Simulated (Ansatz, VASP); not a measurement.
**CuAu: VASP beside Ansatz**

Aim: how closely do two programs agree when they are given the same cell, functional and k mesh? The cell is taken from a series of runs on this material, whose earlier steps may have relaxed, scaled, displaced or heated it; both programs get it as it stands.

Main program and level: Ansatz 0.2.0; plane waves, with VASP 6.6.1 beside it; relaxation of cell and atoms at PBE.

## Step 1: The structure

Symmetry: P4/mmm, No. 123, tetragonal system. The conventional cell has a = 2.911 Å, b = 2.911 Å, c = 3.544 Å, α = 90.00°, β = 90.00°, γ = 90.00°. Nearest to Cu lie 8 Au at 2.72 Å and 4 Cu at 2.91 Å. Nearest to Au lie 8 Cu at 2.72 Å and 4 Au at 2.91 Å. Farther neighbours are not listed.

## Step 2: Ansatz: relaxation of cell and atoms, PBE

Ansatz runs on its PAW soft_1 files.

The relaxed volume is the usual yardstick between codes: in a stiff, nearly cubic crystal its relative difference is about their pressure difference at one cell divided by the bulk modulus.

input.yaml

```yaml
crystal:
  lattice:
    - [2.911337135, 0.0, 0.0]
    - [0.0, 2.911337135, 0.0]
    - [0.0, 0.0, 3.5442453664]
  atoms:
    - { symbol: Cu, position: [0.5, 0.5, 0.5] }
    - { symbol: Au, position: [0.0, 0.0, 0.0] }
kpoints:
  mp_grid: { grid: [10, 10, 8] }
hamiltonian:
  xc: pbe
  pseudopotentials: { kind: paw, azcp: { folder: soft_1 } }
scf:
  occupations: { method: methfessel_paxton, width: 0.2 }
output:
  forces: true
  stress: true
  eigenvalues: true
relax:
  adjacent_minimum: "off"
  f_tol: 0.001
  max_steps: 60
  cell: { stress_tol: 0.01 }
```

Started as:

```bash
$ ansatz run input.yaml --threads 4 --pin off --max-ram 12288MiB --backend cpu --events-out ev --progress --plain --runs-dir out
```

Numbers of over 12 decimals in the logs are rounded to 6 here.

What it wrote:

```text
Engine: ansatz 0.2.0, x86_64-unknown-linux-gnu
Pseudopotentials: kind: paw
Pseudopotential: Cu, paw, valence charge 19, recommended cutoff 420 eV (normal), soft_1/Cu.paw.azcp
Pseudopotential: Au, paw, valence charge 19, recommended cutoff 420 eV (normal), soft_1/Au.paw.azcp
Functional definition: PBE
  parameter kappa = 0.804
  parameter beta = 0.066725
  exchange = pbe_x(kappa = kappa, mu = beta*pi^2/3)
  correlation = pbe_c(beta = beta)
Crystal: 2 atoms, lattice volume = 30.041 Å³
Basis set: ecut = 420 eV, 575 PW (Γ), exchange–correlation on 40×40×48 points (8 copies of the dense FFT grid, shifted against one another)
Bands: 23, of which v1, the nominal top of the filled ones, is band 19 counted from 1 (18 counted from 0)
Symmetry: 16 space group operations
Space group: P4/mmm (ITA 123), of the structure as read, at distance tolerance 3.1e-5 Å
k-points: 105 of 800
Non-local potential: Cu, projectors of the file, l = 0: 3, l = 1: 2, l = 2: 3, l = 3: 1
Non-local potential: Au, projectors of the file, l = 0: 3, l = 1: 2, l = 2: 2, l = 3: 1
PAW form: soft (Blöchl's): semilocal exchange-correlation on the pseudo side does not see the compensation charge
PAW one-centre angular grid: Cu, 590 points (default); XC on 64 Gauss nodes
PAW one-centre angular grid: Au, 590 points (default); XC on 64 Gauss nodes
Initial density: superposition of atomic densities (chi_scale 0.1, normalization cell, long waves kept (reshape's long-wave potential 0.00 eV rms))
Initial wavefunctions: pseudopotential atomic-orbital guess
Functional: x = pbe(κ = 0.804, μ = 0.219515), c = pbe(β = 0.066725)
SCF iter   1: F=—  HF=-19779.381675 eV  |F-HF|=—  |Δ(HF+E_count)|=         —  Δρ=1.86e-1  dr2=1.44e1  ethr=3.10e-3  ⟨swp⟩=4.1  Hψ=8630  notcnv=0
preconditioner: auto → Kerker (q_TF=auto, 2.837 Å⁻¹)  [metal: Δε(μ)=0.038 eV  Ē_g=10.516 eV  σ=0.200 eV  W_gap=0.16  n_scr=14 (ndim 8)  ℏωp=31.8 eV  f_vac=0.000  D(μ)=0.57/eV (n_scr^D=2)]
SCF iter   2: F=—  HF=-19776.807418 eV  |F-HF|=—  |Δ(HF+E_count)|=    2.57e0  S|Δr|=    0.00e0  Δρ=9.13e-2  dr2=1.39e0  ethr=3.10e-3  ⟨swp⟩=3.0  Hψ=5802  notcnv=0  defer=10
SCF iter   3: F=—  HF=-19776.489567 eV  |F-HF|=—  |Δ(HF+E_count)|=   3.18e-1  S|Δr|=    0.00e0  Δρ=2.68e-2  dr2=3.58e-1  ethr=3.10e-3  ⟨swp⟩=2.0  Hψ=4531  notcnv=0  defer=12
SCF iter   4: F=—  HF=-19776.501857 eV  |F-HF|=—  |Δ(HF+E_count)|=   1.23e-2  S|Δr|=    0.00e0  Δρ=1.91e-2  dr2=1.04e-1  ethr=9.42e-4  ⟨swp⟩=1.8  Hψ=2716  notcnv=0  defer=12
SCF iter   5: F=—  HF=-19776.500251 eV  |F-HF|=—  |Δ(HF+E_count)|=   1.61e-3  S|Δr|=    0.00e0  Δρ=4.51e-3  dr2=3.26e-3  ethr=2.74e-4  ⟨swp⟩=2.4  Hψ=4175  notcnv=0  defer=12
SCF iter   6: F=—  HF=-19776.502661 eV  |F-HF|=—  |Δ(HF+E_count)|=   2.41e-3  S|Δr|=    0.00e0  Δρ=2.02e-3  dr2=1.05e-3  ethr=8.57e-6  ⟨swp⟩=2.0  Hψ=2989  notcnv=0  defer=12
SCF iter   7: F=—  HF=-19776.503185 eV  |F-HF|=—  |Δ(HF+E_count)|=   5.24e-4  S|Δr|=    0.00e0  Δρ=5.51e-4  dr2=1.39e-4  ethr=2.75e-6  ⟨swp⟩=2.0  Hψ=3494  notcnv=0  defer=12
SCF iter   8: F=—  HF=-19776.503159 eV  |F-HF|=—  |Δ(HF+E_count)|=   2.56e-5  S|Δr|=    0.00e0  Δρ=1.42e-4  dr2=1.05e-5  ethr=3.66e-7  ⟨swp⟩=1.9  Hψ=2989  notcnv=0  defer=12
SCF iter   9: F=—  HF=-19776.503145 eV  |F-HF|=—  |Δ(HF+E_count)|=   1.39e-5  S|Δr|=    0.00e0  Δρ=4.00e-5  dr2=7.23e-7  ethr=2.77e-8  ⟨swp⟩=2.0  Hψ=3468  notcnv=0  defer=12
SCF iter  10: F=-19776.503145 eV  HF=-19776.503145 eV  |F-HF|=1.65e-8  |Δ(HF+E_count)|=   1.72e-7  S|Δr|=    0.00e0  Δρ=1.01e-5  dr2=3.05e-8  ethr=2.63e-10  ⟨swp⟩=5.5  Hψ=10477  notcnv=0
SCF 1 converged in 10 iterations: F = -19776.503145 eV  dr2 = 3.05e-8
  greatest PAW one-centre occupation: 1.000 electrons in one spin orbital (limit 2), on the Au atom at site 1 (counted from 0), in its partial waves of l = 0
relax step   1: F+E_penalty+E_count = -19776.50314484 eV  Δ(F+E_penalty+E_count) = +0.000e0 eV  max|allowed force component| = 1.676e-29 eV/Å  Δτ_max = 0.0000 Å  P = -0.031 GPa  Ω = 30.041 Å³  (10 SCF iters, dr2 threshold 1.00e-7 eV, accepted)
[...]
relax step   2: F+E_penalty+E_count = -19776.50315183 eV  Δ(F+E_penalty+E_count) = -6.991e-6 eV  max|allowed force component| = 1.834e-29 eV/Å  Δτ_max = 0.0000 Å  P = +0.015 GPa  Ω = 30.031 Å³  energy of the carried Pulay correction = +6.136e-6 eV  (4 SCF iters, dr2 threshold 3.44e-9 eV, accepted)
[...]
relax step   3: F+E_penalty+E_count = -19776.50315045 eV  Δ(F+E_penalty+E_count) = +1.378e-6 eV  max|allowed force component| = 1.223e-29 eV/Å  Δτ_max = 0.0000 Å  P = +0.003 GPa  Ω = 30.033 Å³  energy of the carried Pulay correction = +4.546e-6 eV  (3 SCF iters, dr2 threshold 1.13e-9 eV, accepted)
[...]
relax step   4: F+E_penalty+E_count = -19776.50314449 eV  Δ(F+E_penalty+E_count) = +5.954e-6 eV  max|allowed force component| = 1.637e-29 eV/Å  Δτ_max = 0.0000 Å  P = +0.004 GPa  Ω = 30.033 Å³  stress off target by 9.04e-3 GPa  SCF on the basis re-selected at this cell (its energy is not comparable with the rows above)  (5 SCF iters)
basis re-selected at this cell: Δ(F+E_penalty+E_count) = +5.954e-6 eV, ΔP = +0.000 GPa vs the last step (what re-selecting the basis moved, of the pressure what is left beyond the Pulay correction that the steps carried, after the strain that the cell walked since its last selection, with what the two solves' SCF thresholds leave and, on support functions, any second-order correction that the steps lacked; it is no m [...]
SCF converged after 5 iterations
Stability not checked: this state was not tested for a lower state beside it, because cold or Methfessel-Paxton smearing, or corrected tetrahedra, fill the levels in a way that the test cannot read (fill_not_monotonic; see scf.lower_state_search)
Free energy (F): -19776.503144 eV
Harris-Foulkes:  -19776.503144 eV  (|F-HF|=0.00e0)
Internal energy: -19776.506034 eV  (E = F + TS)
E sigma→0 (E₀):  -19776.503867 eV
Entropy (-TS):   0.002889 eV (1.445 meV/atom)
Fermi energy:    17.944852 eV
--- Per-component energies (eV) ---
  E_band       = -589.760479
  E_kinetic    = 837.064023
  E_local      = -6448.840339  (includes V_loc(G=0)·N_el)
  E_nonlocal   = 992.190446
  E_hartree    = 2760.602809
  E_xc         = -283.563796
  E_vxc        = -349.604055  (∫ρ·V_xc dr)
  E_paw        = -11548.904735  (= ΣΔE_a)
  E_vpaw       = -1141.778755  (= ΣTr[D̂ρ^β])
  E_aug_tail   = 0.002591  (compensation charges beyond the density's cutoff)
  E_ewald      = -6085.057032
  E_smearing   = 0.002889  (= −TS)
  E_closure    = 0.000000  (closes the sum)
  Σ components = -19776.503144   (vs F -19776.503144, Δ=0.00e0)
--- Forces (eV/Å), atoms counted from 1 ---
  atom   1  Cu     0.00000000     0.00000000     0.00000000
  atom   2  Au    -0.00000000    -0.00000000     0.00000000
  max |Σ_I F_I| component: 3.04e-29 eV/Å
--- Stress (GPa, compression-positive) ---
        0.000911       0.000000       0.000000
        0.000000       0.000911       0.000000
        0.000000       0.000000       0.009044
  P = ⅓ Tr σ = 0.0036 GPa (0.036 kbar)
--- Band table (eV; the first three rows and the last of 105) ---
  k-point 0: bands = [... 15 lower, 16.0257, 16.3833, 16.5743, 16.5743, 21.2180, 26.9987, 26.9987, 27.0716]
  k-point 1: bands = [... 15 lower, 15.9876, 16.3400, 16.4443, 16.4443, 19.9693, 27.4026, 27.4026, 28.6344]
  k-point 2: bands = [... 15 lower, 15.8692, 16.1364, 16.1364, 16.2250, 17.8399, 28.5266, 28.5266, 31.6752]
  k-point 104: bands = [... 15 lower, 15.9918, 16.1341, 16.3359, 22.8868, 23.3927, 23.4485, 23.4485, 24.4804]
--- Relaxed structure (3 steps of the walk, 3 accepted, 1 SCFs on fresh bases) ---
  F+E_penalty+E_count = -19776.50314449 eV   max|allowed force component| = 1.637e-29 eV/Å   (the final SCF, on the basis selected at the relaxed cell)
  cell:  # Å, volume = 30.0334 Å³
    - [2.910844, 0, 0.0]
    - [0, 2.910844, 0.0]
    - [0.0, 0.0, 3.544590]
  atoms:
    - { symbol: Cu, position: [0.5, 0.5, 0.500000] }
    - { symbol: Au, position: [0, 0, 0.0] }
```

## Step 3: VASP: relaxation of cell and atoms, PBE

The same cell, functional, mesh and smearing now go to VASP, with its own data sets.

Lines of VASP's logs that name or quote its potential files are left out, and so is its time.

INCAR

```
SYSTEM = CuAu
PREC = Accurate
ENCUT = 600
EDIFF = 1E-07
NELM = 120
ISMEAR = 1
SIGMA = 0.2
LREAL = .FALSE.
ALGO = Normal
GGA = PE
NBANDS = 17
LASPH = .TRUE.
LORBIT = 11
LWAVE = .FALSE.
LCHARG = .FALSE.
ISIF = 3
IBRION = 2
NSW = 80
EDIFFG = -0.005
GGA_COMPAT = .FALSE.
NELMIN = 4
```

POSCAR

```
CuAu
1.0
    2.9113370000      0.0000000000      0.0000000000
    0.0000000000      2.9113370000      0.0000000000
    0.0000000000      0.0000000000      3.5442450000
Cu Au
1 1
Direct
    0.5000001717      0.5000001717      0.5000001411
    0.0000000000      0.0000000000      0.0000000000
```

KPOINTS

```
Automatic mesh
0
Gamma
10 10 8
0 0 0
```

PAW data sets: Cu and Au (PBE family, release 64).

Started as:

```bash
$ mpirun -np 1 vasp_std
```

What it wrote:

```text
[banner, memory and clock lines left out]
running    1 mpi-ranks, on    1 nodes
 distrk:  each k-point on    1 cores,    1 groups
 distr:  one band on    1 cores,    1 groups

 POSCAR found type information on POSCAR CuAu
 POSCAR found :  2 types and       2 ions
 LDA part: xc-table for (Slater+PW92), standard interpolation
 POSCAR, INCAR and KPOINTS ok, starting setup
 FFT: planning ... GRIDC
 FFT: planning ... GRID_SOFT
 FFT: planning ... GRID
 WAVECAR not read
 entering main loop
       N       E                     dE             d eps       ncg     rms          rms(c)
DAV:   1     0.139430070325E+03    0.13943E+03   -0.12074E+04  3763   0.203E+03
DAV:   2    -0.232906576548E+01   -0.14176E+03   -0.13413E+03  3663   0.329E+02
DAV:   3    -0.795998564655E+01   -0.56309E+01   -0.54783E+01  4264   0.758E+01
DAV:   4    -0.803339130272E+01   -0.73406E-01   -0.73337E-01  4490   0.733E+00
DAV:   5    -0.803525148641E+01   -0.18602E-02   -0.18601E-02  4961   0.119E+00    0.109E+01
DAV:   6    -0.761961066371E+01    0.41564E+00   -0.82817E+00  3759   0.826E+01    0.560E+00
DAV:   7    -0.711009562616E+01    0.50952E+00   -0.28663E+00  4439   0.861E+01    0.506E+00
DAV:   8    -0.707753406959E+01    0.32562E-01   -0.16862E-01  5265   0.879E+00    0.264E+00
DAV:   9    -0.706983883631E+01    0.76952E-02   -0.25971E-02  5325   0.468E+00    0.166E-01
DAV:  10    -0.706934381285E+01    0.49502E-03   -0.44664E-03  5349   0.150E+00    0.849E-02
DAV:  11    -0.706933846795E+01    0.53449E-05   -0.26492E-04  4918   0.523E-01    0.371E-02
DAV:  12    -0.706932653832E+01    0.11930E-04   -0.47218E-05  4838   0.205E-01    0.711E-03
DAV:  13    -0.706932613232E+01    0.40600E-06   -0.14508E-06  5374   0.139E-02    0.216E-03
DAV:  14    -0.706932608358E+01    0.48739E-07   -0.15069E-07  2472   0.438E-03
   1 F= -.70693261E+01 E0= -.70702923E+01  d E =-.706933E+01
 curvature:   0.00 expect dE= 0.000E+00 dE for cont linesearch  0.000E+00
 trial: gam= 0.00000 g(F)=  0.000E+00 g(S)=  0.268E-04 ort = 0.000E+00 (trialstep = 0.100E+01)
 search vector abs. value=  0.268E-04
 bond charge predicted
       N       E                     dE             d eps       ncg     rms          rms(c)
DAV:   1    -0.706999065593E+01   -0.66452E-03   -0.94477E-03  3872   0.190E+00    0.194E-01
DAV:   2    -0.706958538923E+01    0.40527E-03   -0.44335E-03  3706   0.201E+00    0.104E-01
DAV:   3    -0.706936752557E+01    0.21786E-03   -0.17859E-03  3775   0.148E+00    0.698E-02
DAV:   4    -0.706933479546E+01    0.32730E-04   -0.88838E-05  5016   0.295E-01    0.352E-02
DAV:   5    -0.706932766532E+01    0.71301E-05   -0.18113E-05  5282   0.124E-01    0.869E-03
DAV:   6    -0.706932737036E+01    0.29495E-06   -0.28663E-06  5356   0.363E-02    0.736E-04
DAV:   7    -0.706932741479E+01   -0.44429E-07   -0.44837E-08  2031   0.313E-03
   2 F= -.70693274E+01 E0= -.70703039E+01  d E =-.133121E-05
 trial-energy change:   -0.000001  1 .order   -0.000004   -0.000027    0.000018
 step:   0.4974(harm=  0.5935)  dis= 0.00000  next Energy=    -7.069332 (dE=-0.632E-05)
 bond charge predicted
       N       E                     dE             d eps       ncg     rms          rms(c)
DAV:   1    -0.706949942142E+01   -0.17205E-03   -0.23886E-03  3865   0.956E-01    0.979E-02
DAV:   2    -0.706939835642E+01    0.10106E-03   -0.11400E-03  3706   0.102E+00    0.526E-02
DAV:   3    -0.706934118864E+01    0.57168E-04   -0.45610E-04  3769   0.757E-01    0.348E-02
DAV:   4    -0.706933375964E+01    0.74290E-05   -0.22343E-05  5024   0.146E-01    0.176E-02
DAV:   5    -0.706933296148E+01    0.79816E-06   -0.45117E-06  5291   0.611E-02    0.438E-03
DAV:   6    -0.706933272674E+01    0.23474E-06   -0.69633E-07  4960   0.179E-02    0.350E-04
DAV:   7    -0.706933271110E+01    0.15635E-07   -0.37691E-08  1917   0.175E-03
   3 F= -.70693327E+01 E0= -.70703040E+01  d E =-.662752E-05
 curvature:  -0.28 expect dE=-0.508E-06 dE for cont linesearch -0.405E-07
 trial: gam=-0.00577 g(F)=  0.983E-47 g(S)=  0.181E-05 ort = 0.197E-05 (trialstep = 0.899E+00)
 search vector abs. value=  0.179E-05
 reached required accuracy - stopping structural energy minimisation
```

From OUTCAR (step 3):

```text
ion  position               nearest neighbor table
   1  0.500  0.500  0.500-   2 2.72   2 2.72   2 2.72   2 2.72   2 2.72   2 2.72   2 2.72   2 2.72

  LATTYP: Found a simple tetragonal cell.
 ALAT       =     2.9113370000
 C/A-ratio  =     1.2173942762

 Subroutine GETGRP returns: Found 16 space group operations
 (whereof 16 operations were pure point group operations)

The static configuration has the point symmetry D_4h.

 Found    105 irreducible k-points:

   k-points           NKPTS =    105   k-points in BZ     NKDIM =    105   number of bands    NBANDS=     17

   dimension x,y,z NGX =    24 NGY =   24 NGZ =   28
   dimension x,y,z NGXF=    48 NGYF=   48 NGZF=   56

   ENCUT  =  600.0 eV  44.10 Ry    6.64 a.u.   5.81  5.81  7.08*2*pi/ulx,y,z

   NELECT =      22.0000    total number of electrons

 k-points in reciprocal lattice and weights: Automatic mesh
   0.00000000  0.00000000  0.00000000       0.001
   0.10000000  0.00000000  0.00000000       0.005
   0.20000000  0.00000000  0.00000000       0.005
   0.30000000  0.00000000  0.00000000       0.005
   0.40000000  0.00000000  0.00000000       0.005
   0.50000000  0.00000000  0.00000000       0.003
   0.10000000  0.10000000  0.00000000       0.005
   0.20000000  0.10000000  0.00000000       0.010
   0.30000000  0.10000000  0.00000000       0.010
[...]
0.50000000  0.40000000  0.50000000       0.005
   0.50000000  0.50000000  0.50000000       0.001

 average (electrostatic) potential at core
       1 -62.7238       2 -65.5606

 E-fermi :   8.1968

 k-point     1 :       0.0000    0.0000    0.0000
  band No.  band energies     occupation
    ...
      7       5.6835      2.00000
      8       6.2510      2.00000
      9       6.6040      2.00000
     10       6.7937      2.00000
     11       6.7937      2.00000
     12      11.4914     -0.00000
     13      17.2588      0.00000
     14      17.2588      0.00000
     15      17.3299      0.00000
     16      23.8103      0.00000
    ...

 k-point     2 :       0.1000    0.0000    0.0000
  band No.  band energies     occupation
    ...
      7       5.7090      2.00000
      8       6.2307      2.00000
      9       6.5056      2.00000
     10       6.5511      2.00000
     11       6.7445      2.00000
     12      12.0177     -0.00000
     13      15.6216      0.00000
     14      17.6337      0.00000
     15      17.7014      0.00000
     16      23.7340      0.00000
    ...

 k-point     3 :       0.2000    0.0000    0.0000
  band No.  band energies     occupation
    ...
      7       5.7290      2.00000
      8       6.0933      2.00000
      9       6.2244      2.00000
     10       6.2835      2.00000
     11       6.6042      2.00000
     12      13.2024      0.00000
     13      13.3137      0.00000
     14      17.7834      0.00000
     15      18.6752      0.00000
     16      23.0727      0.00000
    ...

  Total       -0.0034124     -0.0034124      0.0072051      0.0000000      0.0000000      0.0000000
  in kB       -0.1818761     -0.1818761      0.3840180      0.0000000      0.0000000      0.0000000
  external PRESSURE =       0.0067553 kB  Pullay stress =       0.0000000 kB

  energy-cutoff  :      600.00
  volume of cell :       30.06
      direct lattice vectors                 reciprocal lattice vectors
     2.911864303  0.000000000  0.000000000     0.343422597 -0.000000000 -0.000000000
     0.000000000  2.911864303 -0.000000000     0.000000000  0.343422597 -0.000000000
     0.000000000  0.000000000  3.545334796     0.000000000  0.000000000  0.282060809

 POSITION                                       TOTAL-FORCE (eV/Angst)
 -----------------------------------------------------------------------------------
      1.45593      1.45593      1.77267        -0.000000     -0.000000      0.000000
      0.00000      0.00000      0.00000         0.000000      0.000000      0.000000
 -----------------------------------------------------------------------------------
    total drift:                               -0.000079     -0.000079     -0.000079

  FREE ENERGIE OF THE ION-ELECTRON SYSTEM (eV)
  ---------------------------------------------------
  free  energy   TOTEN  =        -7.0693327111 eV

  energy  without entropy=       -7.0722466717  energy(sigma->0) =       -7.07030403

 reached required accuracy - stopping structural energy minimisation

 total charge
# of ion       s       p       d       tot
------------------------------------------
    1        0.370   0.301   9.219   9.890
    2        0.603   0.378   8.709   9.691
--------------------------------------------------
tot          0.973   0.679  17.929  19.580

[... 3 further parts left out ...]
```

CONTCAR:

```
CuAu
   1.00000000000000
     2.9118643028186821    0.0000000000000000    0.0000000000000000
     0.0000000000000000    2.9118643028186821   -0.0000000000000000
     0.0000000000000000    0.0000000000000000    3.5453347960859927
  Cu              Au
     1     1
Direct
     0.5000001717000018    0.5000001717000018    0.5000001411000028
     0.0000000000000000    0.0000000000000000    0.0000000000000000
```

## Step 4: Comparison

Known differences besides the potentials themselves: the data sets hold 38 valence electrons in Ansatz (on its PAW soft_1 files) and 22 in VASP; the cutoff is 420 eV in Ansatz and 600 eV in VASP; Ansatz adds a Pulay correction to the stress that steers its cell, VASP none. Total energies have different zeros and are not compared.

Compared:

```csv
quantity,Ansatz,VASP,difference
volume (Å³),30.03,30.06,-0.09 %
"edge a after relaxation, in the typed setting (Å)",2.911,2.912,-0.04 %
"edge c after relaxation, in the typed setting (Å)",3.545,3.545,-0.02 %
```

## Step 5: Outcome

```yaml
difference_in_volume_relaxation_of_cell_and_atoms_pbe: -0.091 %
```

In words: The difference in volume is -0.091 % (relaxation of cell and atoms, PBE), within the 1.2 % picked in this series as the mark of a large difference, as far as the stopping tolerances let one tell. The data sets hold unlike numbers of valence electrons (38 in Ansatz and 22 in VASP), so part of the differences comes from the potentials. Such differences can come from data sets, numerical settings and the points named under the comparisons, not from the functional's error against experiment.

[Lines on the potential files, build, host, timing and source positions are cut from VASP's logs without a mark.]

[Logs are printed without paths, hosts, clocks, repeated set-up lines and the standing remarks that a program may print on its own settings, such as how far it seeks lower states.]

[Hosts, paths, dates, database ids (printed as entryN), source tags and the programs' standing remarks are cut or masked in the printed files.]
